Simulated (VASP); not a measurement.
Consider the following.

```xyz
2
Lattice="3.2300 0.0000 0.0000 -1.6150 2.7973 0.0000 0.0000 0.0000 5.1500" Properties=species:S:1:pos:R:3 pbc="T T T"
Zr     1.6150     0.9324     3.8625
Zr     0.0000     1.8648     1.2875
```

These are r2SCAN meta-GGA, VASP's PBE PAW potentials (set 64) (plane waves; VASP) values and carry that method's errors. Run with 480 eV cut-off, 12×12×7 Γ-centred mesh, first-order Methfessel-Paxton smearing of 0.10 eV, potentials Zr_sv.

The ions, cell shape and volume are relaxed. What does this cell relax into?

```xyz
2
Lattice="3.2468 0.0000 0.0000 -1.6234 2.8118 0.0000 0.0000 0.0000 5.1541" Properties=species:S:1:pos:R:3 pbc="T T T"
Zr     1.6234     0.9373     3.8656
Zr     0.0000     1.8745     1.2885
```
Space group P6_3/mmc (194), at a tolerance of 0.03 Å.

How do energy and volume change from the first to the last step?

The energy (σ→0) changes by -1.0 meV/atom and the volume by +1.1 %, in 6 ionic steps.

The compound is Zr in the hcp structure. This run relaxes it. Symmetry was kept, so distortions that lower it aren't found.
